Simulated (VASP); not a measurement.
The input files of a VASP run:

### INCAR
```
ALGO = Normal
EDIFF = 1E-6
ENCUT = 520
GGA = PE
ISIF = 2
ISMEAR = 0
LASPH = T
LCHARG = F
LMAXMIX = 4
LREAL = F
LWAVE = F
NBANDS = 15
NELM = 100
PREC = Accurate
SIGMA = 0.05
SYSTEM = PbF2
```

**KPOINTS**
```
Automatic mesh
0
Gamma
6 6 6
0 0 0
```

### POSCAR
```
PbF2
1
    0.0000000000     3.0294000000     3.0294000000
    3.0294000000     0.0000000000     3.0294000000
    3.0294000000     3.0294000000     0.0000000000
Pb F
1 2
Direct
  0.0000000000   0.0000000000   0.0000000000
  0.2500000000   0.2500000000   0.2500000000
  0.7500000000   0.7500000000   0.7500000000
```

POTCAR, in this order: Pb_d F (PBE.64 set). Program: vasp_std.

### Question
Write an equivalent input for Quantum ESPRESSO's pw.x.

### Answer
One equivalent input (not run):
```
&CONTROL
  calculation = 'scf'
  pseudo_dir = './pseudo'
  outdir = './out'
  tprnfor = .true.
  tstress = .true.
/
&SYSTEM
  ibrav = 0
  nat = 3
  ntyp = 2
  ecutwfc = 84
  occupations = 'smearing'
  smearing = 'gaussian'
  degauss = 0.003675
  input_dft = 'pbe'
/
&ELECTRONS
  conv_thr = 7.3e-08
  electron_maxstep = 100
/
ATOMIC_SPECIES
  Pb 207.200 Pb.upf
  F 18.998 F.upf
CELL_PARAMETERS angstrom
     0.0000000    3.0294000    3.0294000
     3.0294000    0.0000000    3.0294000
     3.0294000    3.0294000    0.0000000
ATOMIC_POSITIONS crystal
  Pb   0.0000000  0.0000000  0.0000000
  F    0.2500000  0.2500000  0.2500000
  F    0.7500000  0.7500000  0.7500000
K_POINTS automatic
  6 6 6 0 0 0
```
The two are equivalent in intent, not identical: the potentials are each code's own (VASP's PAW set, PseudoDojo norm-conserving files in pw.x), so ENCUT and ecutwfc are chosen apart and not converted; conv_thr bounds pw.x's estimated SCF error, while EDIFF bounds the energy change between steps; the number of bands isn't carried over, since the valence differs with the files.

The compound is PbF2 in the fluorite structure, the β form. The cell was not relaxed at this level. The run is one of a series of settings (NBANDS = 15 against the base run), some of them coarse on purpose.
